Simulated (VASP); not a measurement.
OSZICAR of a VASP run on PbTe (rock salt):

File OSZICAR:
```
       N       E                     dE             d eps       ncg     rms          rms(c)
DAV:   1     0.209005218619E+03    0.20901E+03   -0.94438E+03   448   0.140E+03
DAV:   2     0.626445936407E+02   -0.14636E+03   -0.14307E+03   472   0.342E+02
DAV:   3     0.528415832205E+02   -0.98030E+01   -0.96418E+01   586   0.968E+01
DAV:   4     0.526285930825E+02   -0.21299E+00   -0.21291E+00   534   0.165E+01
DAV:   5     0.526197906065E+02   -0.88025E-02   -0.88024E-02   660   0.306E+00    0.376E+00
DAV:   6     0.565505973219E+02    0.39308E+01   -0.64632E+00   460   0.344E+01    0.203E+00
DAV:   7     0.556366121571E+02   -0.91399E+00   -0.69636E-01   448   0.111E+01    0.137E+00
DAV:   8     0.565172892134E+02    0.88068E+00   -0.10161E+00   448   0.121E+01    0.127E+00
DAV:   9     0.556631900105E+02   -0.85410E+00   -0.86242E-01   448   0.121E+01    0.901E-01
DAV:  10     0.556480053347E+02   -0.15185E-01   -0.28691E-02   460   0.224E+00    0.678E-01
DAV:  11     0.556486581202E+02    0.65279E-03   -0.37641E-03   556   0.665E-01    0.417E-01
DAV:  12     0.556497759634E+02    0.11178E-02   -0.68519E-03   462   0.540E-01    0.232E-01
DAV:  13     0.556490911033E+02   -0.68486E-03   -0.11610E-03   448   0.316E-01    0.165E-01
DAV:  14     0.556489939944E+02   -0.97109E-04   -0.15639E-04   532   0.104E-01    0.453E-02
DAV:  15     0.556489860605E+02   -0.79340E-05   -0.92071E-06   582   0.272E-02    0.286E-02
DAV:  16     0.556489282387E+02   -0.57822E-04   -0.96118E-05   448   0.115E-01    0.288E-02
DAV:  17     0.556489326610E+02    0.44222E-05   -0.16728E-05   454   0.390E-02    0.193E-02
DAV:  18     0.556489269579E+02   -0.57031E-05   -0.92212E-07   272   0.123E-02    0.148E-02
DAV:  19     0.556489310289E+02    0.40710E-05   -0.79978E-07   272   0.161E-02    0.606E-03
DAV:  20     0.556489254939E+02   -0.55350E-05   -0.24613E-06   320   0.143E-02    0.210E-03
DAV:  21     0.556489254878E+02   -0.61118E-08   -0.41023E-07   224   0.571E-03
   1 F= 0.55648925E+02 E0= 0.55648925E+02  d E =0.556489E+02
```

**Question.** Which electronic solver shows in the log?

**Answer.** It is blocked Davidson (ALGO = Normal, or the opening steps of other solvers). The INCAR had ALGO = Normal.

**Question.** Can the final energy be trusted as converged?

**Answer.** Self-consistency was reached. It stopped with EDIFF = 1E-6, NELM = 100, NSW = 60 and EDIFFG = -0.01 after 1 ionic step (revTPSS meta-GGA, plane waves, VASP's PBE PAW potentials (set 64)).

The compound is PbTe in the rock salt structure. It was relaxed first. The start is the result of an earlier pass.
